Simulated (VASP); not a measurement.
VASP runs on GaN (space group P-6m2) share one base input (PBE GGA, plane waves, VASP's PBE PAW potentials (set 64)) and change the settings named in each case.

**INCAR**
```
! general
SYSTEM  = GaN
PREC    = Accurate
ENCUT   = 400
LREAL   = .FALSE.   ! projection in real space or not
LASPH   = .TRUE.   ! aspherical one-centre terms

! electronic loop
EDIFF   = 1E-6
NELM    = 100   ! most electronic steps
ALGO    = Normal   ! blocked Davidson
LMAXMIX = 4

! smearing
ISMEAR  = -1
SIGMA   = 0.1   ! width (eV)

! functional
GGA     = PE

! ions
ISIF    = 2   ! forces and stress, cell fixed

! output
LWAVE   = .FALSE.
LCHARG  = .FALSE.
```

### KPOINTS
```
K-points
0
Gamma
9 9 8
```

### POSCAR
```
GaN
1
    2.7942320000     0.0000000000     0.0000000000
   -1.3971160000     2.4198760000     0.0000000000
    0.0000000000     0.0000000000     2.7270320000
Ga N
1 1
Direct
  0.0000000000   0.0000000000   0.0000000000
  0.6666670000   0.3333330000   0.5000000000
```

POTCAR, in this order: Ga_d N (PBE.64 set). Program: vasp_std.

```tsv
change	E(σ→0) (eV/atom)	pressure (GPa)	−TS (eV)
base run	-5.0016	20.08	-0.0181
GGA removed, POTCAR Ga_d N (LDA.64 set)	-5.9611	(withheld)	(withheld)
GGA_COMPAT = .FALSE., LNONCOLLINEAR = .TRUE., LSORBIT = .TRUE., MAGMOM = 0.0 0.0 0.0 0.0 0.0 0.0, program vasp_ncl	-5.0041	(withheld)	-0.0181
KPOINTS 4×4×4 Γ-centred mesh	-4.9734	19.19	-0.0193
```

Q: Fill in the missing entries.

A: 
- GGA_COMPAT = .FALSE., LNONCOLLINEAR = .TRUE., LSORBIT = .TRUE., MAGMOM = 0.0 0.0 0.0 0.0 0.0 0.0, program vasp_ncl, pressure (GPa): 20.11
- GGA removed, POTCAR Ga_d N (LDA.64 set), pressure (GPa): 6.01
- GGA removed, POTCAR Ga_d N (LDA.64 set), −TS (eV): -0.0205

Energies of different potentials or functionals have different zeros.  At 400 eV the pressure can carry a Pulay error.

Left out are runs that ran out of time, are held back, or changed the cell or the kind of run, fixed moments of cells without a moment, rows past the twelfth, gaps on odd meshes, pressures of charged cells and columns that move by less than the noise.

The structure was generated: GaN was put into an ordered model structure, which need not be its known phase. The cell was not relaxed at this level.
